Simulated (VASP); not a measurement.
An input for Ansatz (written as the equivalent of a VASP run, and not itself run):

Ansatz 0.2 input:
```yaml
crystal:
  lattice:
    - [1.5539540, -2.6915272, 0.0000000]
    - [1.5539540, 2.6915272, 0.0000000]
    - [0.0000000, 0.0000000, 11.7026943]
  atoms:
    - { symbol: W, position: [0.3333330, 0.6666670, 0.2500000] }
    - { symbol: W, position: [0.6666670, 0.3333330, 0.7500000] }
    - { symbol: S, position: [0.3333330, 0.6666670, 0.8845065] }
    - { symbol: S, position: [0.6666670, 0.3333330, 0.3845065] }
    - { symbol: S, position: [0.6666670, 0.3333330, 0.1154935] }
    - { symbol: S, position: [0.3333330, 0.6666670, 0.6154935] }
kpoints:
  mp_grid: { grid: [8, 8, 2] }
hamiltonian:
  xc: pbesol
  pseudopotentials: { kind: paw }
scf:
  occupations: { method: gaussian, width: 0.05 }
  max_iter: 100
relax:
  max_steps: 40
  f_tol: 0.02
  cell: { p_target: 10 }
output: { forces: true, stress: true, eigenvalues: true }
```

Translate this input to VASP (INCAR, KPOINTS, POSCAR, choice of POTCAR).

This is not unique; one that fits is 
File KPOINTS:
```
K-points
0
gamma
8 8 2
0 0 0
```

**POSCAR**
```
WS2
1
    1.5539539730    -2.6915272014     0.0000000000
    1.5539539730     2.6915272014     0.0000000000
    0.0000000000     0.0000000000    11.7026943420
W S
2 4
Direct
  0.3333330000   0.6666670000   0.2500000000
  0.6666670000   0.3333330000   0.7500000000
  0.3333330000   0.6666670000   0.8845065494
  0.6666670000   0.3333330000   0.3845065494
  0.6666670000   0.3333330000   0.1154934506
  0.3333330000   0.6666670000   0.6154934506
```

### INCAR
```
# general
SYSTEM  = WS2
PREC    = Accurate
ENCUT   = 500   # plane-wave cut-off (eV)
LREAL   = .FALSE.
LASPH   = .TRUE.   # aspherical one-centre terms

# electronic loop
EDIFF   = 1E-6   # SCF stop (eV)
NELM    = 100   # most electronic steps
ALGO    = Normal   # blocked Davidson
LMAXMIX = 6   # l cut-off of mixed one-centre charges

# smearing
ISMEAR  = 0   # Gaussian
SIGMA   = 0.05   # width (eV)

# functional
GGA     = PS   # PBEsol

# ions
IBRION  = 2
NSW     = 40   # most ionic steps
ISIF    = 3   # ions, shape and volume
EDIFFG  = -0.02
PSTRESS = 100

# output
LWAVE   = .FALSE.
LCHARG  = .FALSE.
```

POTCAR, in this order: W_sv S (PBE.64 set). Program: vasp_std.

Limits of the translation: each code has its own PAW files, so the cut-off isn't converted (ENCUT is set for VASP's; basis.ecutwfc is left out, and Ansatz then takes the one that its files recommend); Ansatz stops its SCF on the density residual and VASP on the energy change (EDIFF).

The compound is WS2 in the 2H layered structure. This run relaxes it under an external pressure of 10 GPa. Symmetry was kept, so distortions that lower it aren't found.
